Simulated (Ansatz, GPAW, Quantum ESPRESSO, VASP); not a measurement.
# Code comparison for AgAu3 (Pm-3m, 4 atoms in the cell)

Self-consistent single point.

```xyz
4
Lattice="4.1216 0.0000 0.0000 0.0000 4.1216 0.0000 0.0000 0.0000 4.1216" Properties=species:S:1:pos:R:3 pbc="T T T"
Ag     2.0608     2.0608     2.0608
Au     2.0608     0.0000     0.0000
Au     0.0000     2.0608     0.0000
Au     0.0000     0.0000     2.0608
```

Shared settings, as Ansatz (an electronic-structure program) writes them: kpoints.mp_grid.grid = 6 6 6; scf.occupations.method = fermi_dirac; scf.occupations.width = 0.1 eV. Potentials and cutoffs stand in the table.

```tsv
code	model	pressure (GPa)	cutoff
Ansatz	PBEsol, PAW files made with PBE	-5.27	420 eV
Quantum ESPRESSO	PBEsol, SSSP 1.1.2 efficiency (PBE) pseudopotentials	-5.98	60 Ry
VASP	PBEsol, VASP's PBE PAW potentials (set 64)	-5.98	300 eV
GPAW	PBEsol, GPAW PAW datasets PBEsol (made by gpaw-setup)	-3.51	600 eV
```

On Ansatz's run: spin-orbit coupling is off.

The spread over the programs that give each value: pressure within 2.47 GPa.

Ansatz's pressure is given at a fixed set of plane waves, as the other plane-wave codes print theirs; with its correction for the finite basis it is -5.22 GPa. In the pressure, GPAW (by 2.11) lies more than 1 GPa from the median of the plane-wave programs.

VASP's run is marked for a possible Pulay error in its stress at this cutoff; no cutoff test was made.

The starting cell comes from a database of computed structures (which also holds hypothetical and non-ambient phases and stackings), without a prior relaxation at this level.

Left out of this page: ABINIT, CP2K, Elk and SIESTA (not drawn, or without a comparable value).

Keys are those of Ansatz 0.2.
